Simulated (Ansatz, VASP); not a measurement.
## MnO (Manganosite) in two plane-wave programs

One calculation is typed for both programs; each brings its own data sets and cutoff. How far apart do they land? The cell is taken from a series of VASP runs on this material, whose earlier steps may have relaxed, scaled or displaced it; both programs get it as it stands.

Main program and level: Ansatz 0.2.0; plane waves, with VASP 6.6.1 beside it; relaxation of cell and atoms at LDA, DFT+U and relaxation of cell and atoms at PBE, DFT+U.

## 1. The structure

The structure is cubic, space group Fm-3m (No. 225). Conventional cell: a = 4.400 Å, b = 4.400 Å, c = 4.400 Å, α = 90.00°, β = 90.00°, γ = 90.00°. Mn has 6 O at 2.20 Å nearest. Nearest to O lie 6 Mn at 2.20 Å. Farther neighbours and most contacts between anions are not listed.

## 2. Ansatz: relaxation of cell and atoms, LDA, DFT+U

Ansatz runs on its default PAW (the set named soft_2) files.

The relaxed volume is the usual yardstick between codes: its relative difference is about their pressure difference at one cell divided by the bulk modulus.

input.yaml reads:

```yaml
crystal:
  lattice:
    - [0.0, 2.2000245668, 2.2000245668]
    - [2.2000245668, 0.0, 2.2000245668]
    - [2.2000245668, 2.2000245668, 0.0]
  atoms:
    - { symbol: Mn, position: [0.0, 0.0, 0.0], spin: 4.0 }
    - { symbol: O, position: [0.5, 0.5, 0.5] }
hamiltonian:
  xc: lda
  pseudopotentials: { kind: paw }
  hubbard: { sites: [{ species: Mn, l: d, u_eff: 3.9 }] }
magnetization:
  spin_polarized: true
kpoints:
  mp_grid: { grid: [12, 12, 12] }
scf:
  occupations: { method: gaussian, width: 0.03 }
relax:
  f_tol: 0.01
  max_steps: 60
  cell: { stress_tol: 0.05 }
output:
  forces: true
  stress: true
  write_density: true
  write_potential: true
  elf: true
  volumetric_format: npy
```

Launch:

```bash
$ ansatz run input.yaml --threads 4 --pin off --max-ram 9216MiB --backend cpu --events-out ev --progress --plain --runs-dir out
```

Numbers of over 12 decimals in the logs are rounded to 6 here.

The log of the run:

```text
Mn: projections on atomic orbitals take those of the free atom [Ne] 3s2 3p6 3d5 4s2, of charge +0.00 (hamiltonian.pseudopotentials.projection_atoms); the dataset's partial waves leave at most 9.0e-7 of an orbital's norm unspanned inside its sphere
O: projections on atomic orbitals take those of the free atom [He] 2s2 2p4, of charge +0.00 (hamiltonian.pseudopotentials.projection_atoms); the dataset's partial waves leave at most 1.9e-8 of an orbital's norm unspanned inside its sphere
Engine: ansatz 0.2.0, aarch64-unknown-linux-gnu
Pseudopotentials: kind: paw
Pseudopotential: Mn, paw, valence charge 15, recommended cutoff 420 eV (normal), Mn.paw.azcp
Pseudopotential: O, paw, valence charge 6, recommended cutoff 420 eV (normal), O.paw.azcp
Functional definition: SPW92
  exchange = slater_x
  correlation = pw_c
Crystal: 2 atoms, lattice volume = 21.297 Å³
Basis set: ecut = 420 eV, 411 PW (Γ)
Bands: 17, of which v1, the nominal top of the filled ones, is band 11 counted from 1 (10 counted from 0)
Symmetry: 48 space group operations
Space group: Fm-3m (ITA 225), of the structure as read, at distance tolerance 2.8e-5 Å
Magnetic group: BNS 225.116 (UNI 1618), of the structure as read, at distance tolerance 2.8e-5 Å
k-points: 72 of 1728
Non-local potential: Mn, projectors of the file, l = 0: 3, l = 1: 2, l = 2: 3, l = 3: 1
Non-local potential: O, projectors of the file, l = 0: 2, l = 1: 2, l = 2: 1
PAW form: soft (Blöchl's): semilocal exchange-correlation on the pseudo side does not see the compensation charge
PAW frozen core: Mn, regenerated for the run's functional, and the local potential with it (the file was generated under x = pbe(κ = 0.804, μ = 0.219515), c = pbe(β = 0.066725))
PAW frozen core: O, regenerated for the run's functional, and the local potential with it (the file was generated under x = pbe(κ = 0.804, μ = 0.219515), c = pbe(β = 0.066725))
PAW one-centre angular grid: Mn, 590 points (default); XC on 64 Gauss nodes
PAW one-centre angular grid: O, 110 points (default); XC on 64 Gauss nodes
Initial density: superposition of atomic densities (chi_scale 0.1, normalization cell, long waves kept (reshape's long-wave potential 0.00 eV rms))
Starting moments: Σ|m| = 4 μB on 1 of 2 sites
Initial wavefunctions: pseudopotential atomic-orbital guess
Functional: x = slater, c = lda
SCF iter   1: F=—  HF=-4396.418853 eV  |F-HF|=—  |Δ(HF+E_count)|=         —  Δρ=1.55e-1 (↑1.55e-1 ↓8.30e-2)  dr2=8.00e0  dr2_m=9.23e-1  M=4.637 μB ∫|m|=4.637 μB  β_m=1.00  ethr=3.10e-3  ⟨swp⟩=4.0  Hψ=10141  notcnv=0
preconditioner: auto → none  [metal: Δε(μ)=0.022 eV  Ē_g=13.601 eV  σ=0.030 eV  W_gap=0.39  n_scr=8 (ndim 8)  ℏωp=29.0 eV  f_vac=0.000  D(μ)=1.95/eV (n_scr^D=26)  sad-step TF]
SCF iter   2: F=—  HF=-4395.118621 eV  |F-HF|=—  |Δ(HF+E_count)|=    1.30e0  Δρ=6.68e-2 (↑6.68e-2 ↓2.12e-2)  dr2=7.67e-1  dr2_m=2.93e-1  M=5.000 μB ∫|m|=5.000 μB  β_m=1.00  ethr=3.10e-3  ⟨swp⟩=2.9  Hψ=5681  notcnv=0  defer=250
SCF iter   3: F=—  HF=-4394.992456 eV  |F-HF|=—  |Δ(HF+E_count)|=   1.26e-1  Δρ=1.74e-2 (↑1.74e-2 ↓1.04e-2)  dr2=1.39e-1  dr2_m=5.47e-3  M=5.000 μB ∫|m|=5.000 μB  β_m=1.00  ethr=3.10e-3  ⟨swp⟩=2.4  Hψ=3843  notcnv=0  defer=239
SCF iter   4: F=—  HF=-4395.053436 eV  |F-HF|=—  |Δ(HF+E_count)|=   6.10e-2  Δρ=8.33e-3 (↑8.33e-3 ↓4.76e-3)  dr2=1.25e-2  dr2_m=1.57e-3  M=5.000 μB ∫|m|=5.000 μB  β_m=0.30  ethr=6.61e-4  ⟨swp⟩=2.7  Hψ=3770  notcnv=0  defer=239
Mixer restart at iter 4: flushing history
spin-set hold released at iteration 4 (site moments contracting): the magnetisation degrees of freedom join the quasi-Newton model from the next iteration; the mixer history was flushed
SCF iter   5: F=—  HF=-4395.100093 eV  |F-HF|=—  |Δ(HF+E_count)|=   4.67e-2  Δρ=5.14e-3 (↑5.14e-3 ↓3.99e-3)  dr2=5.28e-3  dr2_m=1.04e-3  M=5.000 μB ∫|m|=5.000 μB  β_m=0.65  ethr=5.96e-5  ⟨swp⟩=2.5  Hψ=4144  notcnv=0  defer=239
SCF iter   6: F=—  HF=-4395.155685 eV  |F-HF|=—  |Δ(HF+E_count)|=   5.56e-2  Δρ=4.21e-3 (↑4.21e-3 ↓3.24e-3)  dr2=8.84e-3  dr2_m=9.71e-5  M=5.000 μB ∫|m|=5.000 μB  β_m=0.57  ethr=2.51e-5  ⟨swp⟩=2.5  Hψ=4705  notcnv=0  defer=239
SCF iter   7: F=—  HF=-4395.153840 eV  |F-HF|=—  |Δ(HF+E_count)|=   1.85e-3  Δρ=2.16e-3 (↑7.12e-4 ↓2.16e-3)  dr2=1.60e-3  dr2_m=1.09e-4  M=5.000 μB ∫|m|=5.000 μB  β_m=0.55  ethr=2.51e-5  ⟨swp⟩=2.1  Hψ=3922  notcnv=0  defer=239
SCF iter   8: F=—  HF=-4395.153519 eV  |F-HF|=—  |Δ(HF+E_count)|=   3.21e-4  Δρ=7.10e-4 (↑7.10e-4 ↓5.46e-4)  dr2=5.81e-5  dr2_m=5.42e-5  M=5.000 μB ∫|m|=5.000 μB  β_m=0.52  ethr=7.61e-6  ⟨swp⟩=2.3  Hψ=3601  notcnv=0  defer=239
SCF iter   9: F=—  HF=-4395.153490 eV  |F-HF|=—  |Δ(HF+E_count)|=   2.88e-5  Δρ=1.84e-4 (↑1.72e-4 ↓1.84e-4)  dr2=1.35e-6  dr2_m=5.65e-6  M=5.000 μB ∫|m|=5.000 μB  β_m=0.76  ethr=2.76e-7  ⟨swp⟩=2.0  Hψ=4304  notcnv=0  defer=239
SCF iter  10: F=—  HF=-4395.153491 eV  |F-HF|=—  |Δ(HF+E_count)|=   1.01e-6  Δρ=4.86e-5 (↑4.58e-5 ↓4.86e-5)  dr2=9.55e-8  dr2_m=3.96e-7  M=5.000 μB ∫|m|=5.000 μB  β_m=0.88  ethr=4.76e-10  ⟨swp⟩=5.3  Hψ=12409  notcnv=0
[...]
--- Relaxed structure (4 steps of the walk, 4 accepted, 2 SCFs on fresh bases) ---
  F+E_penalty+E_count = -4395.15480076 eV   max|allowed force component| = 5.706e-29 eV/Å   (the final SCF, on the basis selected at the relaxed cell)
  cell:  # Å, volume = 21.5195 Å³
    - [0, 2.207671, 2.207671]
    - [2.207671, 0, 2.207671]
    - [2.207671, 2.207671, 0]
  atoms:
    - { symbol: Mn, position: [0, 0, 0] }
    - { symbol: O, position: [0.500000, 0.500000, 0.500000] }
--- Search for a lower minimum behind the relaxation: the rows below count on from the relaxation's ---
SCF iter   1: F=—  HF=-4396.197428 eV  |F-HF|=—  |Δ(HF+E_count)|=         —  Δρ=1.40e-1 (↑1.40e-1 ↓9.05e-2)  dr2=8.35e0  dr2_m=5.81e-1  M=4.645 μB ∫|m|=4.645 μB  β_m=1.00  ethr=3.10e-3  ⟨swp⟩=3.9  Hψ=10134  notcnv=0
preconditioner: auto → none  [metal: Δε(μ)=0.010 eV  Ē_g=13.503 eV  σ=0.030 eV  W_gap=0.19  n_scr=8 (ndim 8)  ℏωp=28.9 eV  f_vac=0.000  D(μ)=2.16/eV (n_scr^D=26)  sad-step TF]
SCF iter   2: F=—  HF=-4394.930658 eV  |F-HF|=—  |Δ(HF+E_count)|=    1.27e0  Δρ=6.53e-2 (↑6.53e-2 ↓2.07e-2)  dr2=7.42e-1  dr2_m=2.83e-1  M=5.000 μB ∫|m|=5.000 μB  β_m=1.00  ethr=3.10e-3  ⟨swp⟩=3.0  Hψ=5835  notcnv=0  defer=249
SCF iter   3: F=—  HF=-4394.823412 eV  |F-HF|=—  |Δ(HF+E_count)|=   1.07e-1  Δρ=1.73e-2 (↑1.73e-2 ↓1.04e-2)  dr2=1.38e-1  dr2_m=5.67e-3  M=5.000 μB ∫|m|=5.000 μB  β_m=1.00  ethr=3.10e-3  ⟨swp⟩=2.3  Hψ=3727  notcnv=0  defer=238
SCF iter   4: F=—  HF=-4394.975461 eV  |F-HF|=—  |Δ(HF+E_count)|=   1.52e-1  Δρ=8.40e-3 (↑8.40e-3 ↓4.53e-3)  dr2=1.26e-2  dr2_m=1.67e-3  M=5.000 μB ∫|m|=5.000 μB  β_m=0.30  ethr=6.58e-4  ⟨swp⟩=2.4  Hψ=3507  notcnv=0  defer=238
Mixer restart at iter 4: flushing history
spin-set hold released at iteration 4 (site moments contracting): the magnetisation degrees of freedom join the quasi-Newton model from the next iteration; the mixer history was flushed
SCF iter   5: F=—  HF=-4395.063531 eV  |F-HF|=—  |Δ(HF+E_count)|=   8.81e-2  Δρ=5.27e-3 (↑5.27e-3 ↓3.75e-3)  dr2=5.24e-3  dr2_m=1.07e-3  M=5.000 μB ∫|m|=5.000 μB  β_m=0.64  ethr=6.02e-5  ⟨swp⟩=2.4  Hψ=4019  notcnv=0  defer=238
SCF iter   6: F=—  HF=-4395.157375 eV  |F-HF|=—  |Δ(HF+E_count)|=   9.38e-2  Δρ=4.53e-3 (↑4.53e-3 ↓3.54e-3)  dr2=1.08e-2  dr2_m=7.85e-5  M=5.000 μB ∫|m|=5.000 μB  β_m=0.54  ethr=2.50e-5  ⟨swp⟩=2.5  Hψ=4640  notcnv=0  defer=238
SCF iter   7: F=—  HF=-4395.154956 eV  |F-HF|=—  |Δ(HF+E_count)|=   2.42e-3  Δρ=1.83e-3 (↑5.13e-4 ↓1.83e-3)  dr2=1.03e-3  dr2_m=1.07e-4  M=5.000 μB ∫|m|=5.000 μB  β_m=0.56  ethr=2.50e-5  ⟨swp⟩=2.2  Hψ=3930  notcnv=0  defer=238
SCF iter   8: F=—  HF=-4395.154817 eV  |F-HF|=—  |Δ(HF+E_count)|=   1.39e-4  Δρ=6.40e-4 (↑6.40e-4 ↓4.43e-4)  dr2=3.61e-5  dr2_m=4.37e-5  M=5.000 μB ∫|m|=5.000 μB  β_m=0.53  ethr=4.93e-6  ⟨swp⟩=2.3  Hψ=3636  notcnv=0  defer=238
SCF iter   9: F=—  HF=-4395.154799 eV  |F-HF|=—  |Δ(HF+E_count)|=   1.73e-5  Δρ=1.59e-4 (↑1.41e-4 ↓1.59e-4)  dr2=5.49e-7  dr2_m=4.25e-6  M=5.000 μB ∫|m|=5.000 μB  β_m=0.76  ethr=1.72e-7  ⟨swp⟩=2.0  Hψ=4586  notcnv=0  defer=238
SCF iter  10: F=—  HF=-4395.154801 eV  |F-HF|=—  |Δ(HF+E_count)|=   1.32e-6  Δρ=4.80e-5 (↑4.63e-5 ↓4.80e-5)  dr2=8.22e-8  dr2_m=4.07e-7  M=5.000 μB ∫|m|=5.000 μB  β_m=0.88  ethr=4.76e-10  ⟨swp⟩=2.9  Hψ=5326  notcnv=0
SCF iter  11: F=-4395.154801 eV  HF=-4395.154801 eV  |F-HF|=2.85e-9  |Δ(HF+E_count)|=   1.63e-7  Δρ=5.50e-6 (↑5.50e-6 ↓4.08e-6)  dr2=3.18e-9  dr2_m=3.48e-9  M=5.000 μB ∫|m|=5.000 μB  ethr=3.91e-10  ⟨swp⟩=2.5  Hψ=4853  notcnv=0
SCF 1 converged in 11 iterations: F = -4395.154801 eV  dr2 = 3.18e-9
SCF converged after 5 iterations
Magnetization: 5.0000 μB (13.0000 up, 8.0000 down)
Absolute magnetization: 5.0000 μB (∫|ρ↑−ρ↓|, with the PAW one-centre terms)
Spin contamination: 0.0034 ħ² per cell (⟨S²⟩ above its minimum at these occupations)
Per-site moments (μB) at R_I (Å): [(4.234764, 0.910664), (0.208592, 0.910664)]
Free energy (F): -4395.154801 eV
Harris-Foulkes:  -4395.154801 eV  (|F-HF|=1.82e-12)
Internal energy: -4395.154801 eV  (E = F + TS)
E sigma→0 (E₀):  -4395.154801 eV
Fermi energy:    12.954142 eV
--- Per-component energies (eV) ---
  E_band       = -253.344433
  E_kinetic    = 473.100862
  E_local      = -2210.361076  (includes V_loc(G=0)·N_el)
  E_nonlocal   = 309.112005
  E_hartree    = 882.336283
  E_xc         = -182.333951
  E_vxc        = -234.570621  (∫ρ·V_xc dr)
  E_hubbard    = 0.558768  (on-site DFT+U / exact-exchange correction)
  E_vhub       = -9.170591  (the Hubbard potential's part of the band-sum identity)
  E_paw        = -1396.896986  (= ΣΔE_a)
  E_vpaw       = -346.130046  (= ΣTr[D̂ρ^β])
  E_aug_tail   = 0.002482  (compensation charges beyond the density's cutoff)
  E_ewald      = -2271.154061
  E_core_change = 0.480875  (= ΣΔE_core)
  E_smearing   = -0.000000  (= −TS)
  E_closure    = -0.000000  (closes the sum)
  Σ components = -4395.154801   (vs F -4395.154801, Δ=0.00e0)
--- Forces (eV/Å), atoms counted from 1 ---
  atom   1  Mn    -0.00000000     0.00000000    -0.00000000
  atom   2  O      0.00000000    -0.00000000    -0.00000000
  max |Σ_I F_I| component: 9.62e-29 eV/Å
--- Stress (GPa, compression-positive) ---
        0.004835       0.000000      -0.000000
        0.000000       0.004835      -0.000000
       -0.000000       0.000000       0.004835
  P = ⅓ Tr σ = 0.0048 GPa (0.048 kbar)
--- Band table (eV; the first three rows and the last of 144) ---
  k-point 0 ↑: bands = [... 7 lower, 8.0895, 8.6470, 8.6470, 9.8466, 9.8466, 9.8466, 13.0336, 27.2415, ... 2 higher]
  k-point 1 ↑: bands = [... 7 lower, 8.0342, 8.3647, 8.3647, 9.5786, 10.2760, 10.2760, 13.5609, 26.4296, ... 2 higher]
  k-point 2 ↑: bands = [... 7 lower, 7.5293, 8.3919, 8.3919, 9.3665, 11.0105, 11.0105, 14.6284, 24.8444, ... 2 higher]
  k-point 71 ↓: bands = [... 7 lower, 8.4188, 16.1095, 16.1095, 16.9347, 17.4245, 17.5834, 22.1563, 23.1726, ... 2 higher]
--- Relaxed structure (4 steps of the walk, 4 accepted, 2 SCFs on fresh bases) ---
  F+E_penalty+E_count = -4395.15480076 eV   max|allowed force component| = 5.706e-29 eV/Å   (the final SCF, on the basis selected at the relaxed cell)
  cell:  # Å, volume = 21.5195 Å³
    - [0, 2.207671, 2.207671]
    - [2.207671, 0, 2.207671]
    - [2.207671, 2.207671, 0]
  atoms:
    - { symbol: Mn, position: [0, 0, 0] }
    - { symbol: O, position: [0.500000, 0.500000, 0.500000] }
```

Wall time 8.1 s (4 threads of Arm Neoverse V1, shared host); peak memory 0.35 GiB.

[end of part 1 of 2]

[Lines on the potential files, build, host, timing and source positions are cut from VASP's logs without a mark.]

[Logs are printed without paths, hosts, clocks, repeated set-up lines and the standing remarks that a program may print on its own settings, such as how far it seeks lower states.]

[Hosts, paths, dates, database ids (printed as entryN), source tags and the programs' standing remarks are cut or masked in the printed files.]
